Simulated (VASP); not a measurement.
An input for Ansatz (written as the equivalent of a VASP run, and not itself run):

Ansatz 0.2 input:
```yaml
crystal:
  lattice:
    - [3.0425089, 0.0000000, 0.0000000]
    - [0.0000000, 3.0425089, 0.0000000]
    - [0.0000000, 0.0000000, 3.0425089]
  atoms:
    - { symbol: Ti, position: [0.0000000, 0.0000000, 0.0000000] }
    - { symbol: Ru, position: [0.5000000, 0.5000000, 0.5000000] }
kpoints:
  mp_grid: { grid: [11, 11, 11] }
hamiltonian:
  xc: pbesol
  pseudopotentials: { kind: paw }
scf:
  occupations: { method: methfessel_paxton, width: 0.1 }
  max_iter: 100
relax:
  max_steps: 60
  f_tol: 0.01
  cell: {}
output: { forces: true, stress: true, eigenvalues: true }
```

### Question
Translate this input to VASP (INCAR, KPOINTS, POSCAR, choice of POTCAR).

### Answer
One answer among several that fit: 
### POSCAR
```
TiRu
1.0
  3.0425089218   0.0000000000   0.0000000000
  0.0000000000   3.0425089218   0.0000000000
  0.0000000000   0.0000000000   3.0425089218
Ti Ru
1 1
Cart
  0.0000000000   0.0000000000   0.0000000000
  1.5212544609   1.5212544609   1.5212544609
```

File KPOINTS:
```
kpoints
0
G
 11 11 11
0 0 0
```

INCAR:
```
! general
SYSTEM  = TiRu
PREC    = Accurate
ENCUT   = 400
LREAL   = .FALSE.
LASPH   = .TRUE.

! electronic loop
EDIFF   = 1E-6
NELM    = 100
ALGO    = Normal
LMAXMIX = 4

! smearing
ISMEAR  = 1
SIGMA   = 0.1

! functional
GGA     = PS

! ions
IBRION  = 2
NSW     = 60
ISIF    = 3
EDIFFG  = -0.01

! output
LWAVE   = .FALSE.
LCHARG  = .FALSE.
```

POTCAR, in this order: Ti_sv Ru_pv (PBE.64 set). Program: vasp_std.

What does not carry over: each code has its own PAW files, so the cut-off isn't converted (ENCUT is set for VASP's; basis.ecutwfc is left out, and Ansatz then takes the one that its files recommend); Ansatz stops its SCF on the density residual and VASP on the energy change (EDIFF).

The structure comes from a computed database's TiRu entry (Pm-3m); how it stands against other phases isn't given here. This run relaxes it. Symmetry was kept, so distortions that lower it aren't found. The start is the result of an earlier pass.
